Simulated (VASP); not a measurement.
Input of a VASP 6.6.1 run:

Contents of INCAR:

```
SYSTEM = Nb
PREC = Accurate
ENCUT = 600
EDIFF = 1E-7
ISMEAR = 1
SIGMA = 0.1
LREAL = .False.
LASPH = .True.
NELM = 80
ALGO = Normal
ISIF = 3
LWAVE = .False.
LCHARG = .False.
GGA = AM
IBRION = 2
NSW = 90
EDIFFG = -0.005
```

The input KPOINTS:

```
Automatic mesh
0
Gamma
  16 16 16
  0 0 0
```

File POSCAR:

```
Nb                                      
1.0
   -1.6326712214      1.6326712214      1.6326712214
    1.6326712214     -1.6326712214      1.6326712214
    1.6326712214      1.6326712214     -1.6326712214
  Nb            
     1
Direct
     0.0000000000000000    0.0000000000000000    1.0000000000000000
```

Potentials or basis: VASP PAW PBE potentials, release 64 (Nb_sv).

Run with:

```bash
$ cat potpaw_PBE.64/Nb_sv/POTCAR > POTCAR
$ mpirun -np 1 vasp_std > vasp.out
```

(1) Predict the relaxed cell.

(2) Estimate the band gap on the k mesh.

Results:

(1) a = 2.828 Å, b = 2.828 Å, c = 2.828 Å, α = 109.47°, β = 109.47°, γ = 109.47°.

(2) none (metal or under the smearing width).
